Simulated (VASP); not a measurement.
All values below come from PBE GGA, VASP's PBE PAW potentials (set 64) (plane waves; VASP).

A VASP calculation is set up with these files.

KPOINTS:
```
Automatic mesh
0
Gamma
 10 10 5
0 0 0
```

### INCAR
```
SYSTEM = BN
PREC = Accurate
ENCUT = 620
EDIFF = 1E-6
NELM = 100
ALGO = Normal
LREAL = .FALSE.
LASPH = .TRUE.
ISMEAR = 0
SIGMA = 0.05
GGA = PE
LWAVE = .FALSE.
LCHARG = .FALSE.
IBRION = 2
ISIF = 3
NSW = 40
EDIFFG = -0.02
PSTRESS = 300
```

**POSCAR**
```
BN
1
    1.2565594398    -2.1764250156     0.0000000000
    1.2565594398     2.1764250156     0.0000000000
    0.0000000000     0.0000000000     4.1564522700
B N
2 2
Direct
  0.6666670000   0.3333330000   0.5002978330
  0.3333330000   0.6666670000   0.0002978330
  0.6666670000   0.3333330000   0.8747021670
  0.3333330000   0.6666670000   0.3747021670
```

POTCAR, in this order: B N (PBE.64 set). Program: vasp_std.

Energy and stress use the plane-wave basis of the starting cell.

Q: Predict the energy per atom (σ→0), volume per atom.

A: 
| Item | Value |
|---|---|
| energy per atom (σ→0) | -8.674 eV/atom |
| volume per atom | 5.56 Å^3/atom |

### OSZICAR
```
...
DAV:   1    -0.347227354758E+02   -0.18374E+00   -0.78823E-01  1160   0.956E+00    0.119E+00
DAV:   2    -0.346969267102E+02    0.25809E-01   -0.59639E-02  1264   0.236E+00    0.401E-01
DAV:   3    -0.346952192590E+02    0.17075E-02   -0.82729E-03  1288   0.877E-01    0.125E-01
DAV:   4    -0.346949411474E+02    0.27811E-03   -0.49839E-04  1240   0.219E-01    0.596E-02
DAV:   5    -0.346948791923E+02    0.61955E-04   -0.11226E-04  1196   0.906E-02    0.252E-02
DAV:   6    -0.346948756348E+02    0.35576E-05   -0.87671E-06  1280   0.330E-02    0.357E-03
DAV:   7    -0.346948756263E+02    0.84342E-08   -0.16255E-07   688   0.505E-03
   3 F= -.30528898E+02 E0= -.30528898E+02  d E =-.156037E-01
```

The compound is BN in the wurtzite structure, a metastable high-pressure form. This run relaxes it under an external pressure of 30 GPa. Symmetry was kept, so distortions that lower it aren't found.
